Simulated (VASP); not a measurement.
Method: LDA (Ceperley-Alder, Perdew-Zunger), VASP's LDA PAW potentials (set 64) (plane waves; VASP 6.6.1).

Input for VASP

File POSCAR:
```
Cu
1
    0.0000000000     1.7338568485     1.7338568485
    1.7338568485    -0.0000000000     1.7338568485
    1.7338568485     1.7338568485     0.0000000000
Cu
1
Direct
  0.0000000000   0.0000000000   0.0000000000
```

### INCAR
```
! general
SYSTEM  = Cu
PREC    = Accurate
ENCUT   = 500
LREAL   = F
LASPH   = T   ! aspherical one-centre terms

! electronic loop
EDIFF   = 1E-6   ! SCF stop (eV)
NELM    = 100   ! most electronic steps
ALGO    = Normal
LMAXMIX = 4   ! l cut-off of mixed one-centre charges

! smearing
ISMEAR  = 1   ! Methfessel-Paxton
SIGMA   = 0.1   ! width (eV)

! ions
IBRION  = 2   ! conjugate gradients
NSW     = 40   ! most ionic steps
ISIF    = 3   ! ions, shape and volume
EDIFFG  = -0.02
PSTRESS = 100   ! kbar

! output
LWAVE   = F
LCHARG  = F
```

File KPOINTS:
```
Automatic mesh
0
Gamma
18 18 18
0 0 0
```

POTCAR, in this order: Cu (LDA.64 set). Program: vasp_std.

Output of the run:

### OSZICAR
```
       N       E                     dE             d eps       ncg     rms          rms(c)
DAV:   1     0.332621151650E+02    0.33262E+02   -0.55996E+03  3648   0.210E+03
DAV:   2    -0.528633964718E+01   -0.38548E+02   -0.36800E+02  3525   0.196E+02
DAV:   3    -0.571791428581E+01   -0.43157E+00   -0.43003E+00  4218   0.305E+01
DAV:   4    -0.572070616642E+01   -0.27919E-02   -0.27916E-02  4205   0.211E+00
DAV:   5    -0.572073642164E+01   -0.30255E-04   -0.30255E-04  4275   0.174E-01    0.807E+00
DAV:   6    -0.502784135287E+01    0.69290E+00   -0.16390E+01  3685   0.997E+01    0.341E+00
DAV:   7    -0.471129882037E+01    0.31654E+00   -0.23152E+00  3736   0.373E+01    0.696E-01
DAV:   8    -0.469258412183E+01    0.18715E-01   -0.76188E-03  4982   0.121E+00    0.246E-01
DAV:   9    -0.469138321862E+01    0.12009E-02   -0.58004E-03  3940   0.166E+00    0.160E-02
DAV:  10    -0.469139595430E+01   -0.12736E-04   -0.21792E-05  4696   0.897E-02    0.468E-03
DAV:  11    -0.469139776815E+01   -0.18139E-05   -0.47253E-07  2412   0.113E-02    0.544E-04
DAV:  12    -0.469139776865E+01   -0.49749E-09   -0.51200E-08  1876   0.403E-03
   1 F= -.40407302E+01 E0= -.40407567E+01  d E =-.404073E+01
```

File OUTCAR:
```
------------------------ aborting loop because EDIFF is reached ----------------------------------------
  FORCE on cell =-STRESS in cart. coord.  units (eV):
  Direction    XX          YY          ZZ          XY          YZ          ZX
  --------------------------------------------------------------------------------------
  Total        0.6445230      0.6445230      0.6445230      0.0000000     -0.0000000     -0.0000000
  in kB       99.0556624     99.0556624     99.0556624      0.0000000     -0.0000000     -0.0000000
  external PRESSURE =      -0.9443376 kB  Pullay stress =     100.0000000 kB
  volume of cell :       10.42
      direct lattice vectors                 reciprocal lattice vectors
     0.000000000  1.733856849  1.733856849    -0.288374441  0.288374441  0.288374441
     1.733856849  0.000000000  1.733856849     0.288374441 -0.288374441  0.288374441
     1.733856849  1.733856849  0.000000000     0.288374441  0.288374441 -0.288374441
 POSITION                                       TOTAL-FORCE (eV/Angst)
 -----------------------------------------------------------------------------------
      0.00000      0.00000      0.00000         0.000000      0.000000      0.000000
 -----------------------------------------------------------------------------------
    total drift:                                0.000000     -0.000000     -0.000000
  FREE ENERGIE OF THE ION-ELECTRON SYSTEM (eV)
  ---------------------------------------------------
  free  energy   TOTEN  =        -4.6913977686 eV

  energy  without entropy=       -4.6914771736  energy(sigma->0) =       -4.69142424
  enthalpy is  TOTEN    =        -4.0407302491 eV   P V=        0.6506675195

 reached required accuracy - stopping structural energy minimisation
```
(Selected blocks of OUTCAR.)

The compound is Cu in the fcc structure. It was relaxed first under an external pressure of 10 GPa.
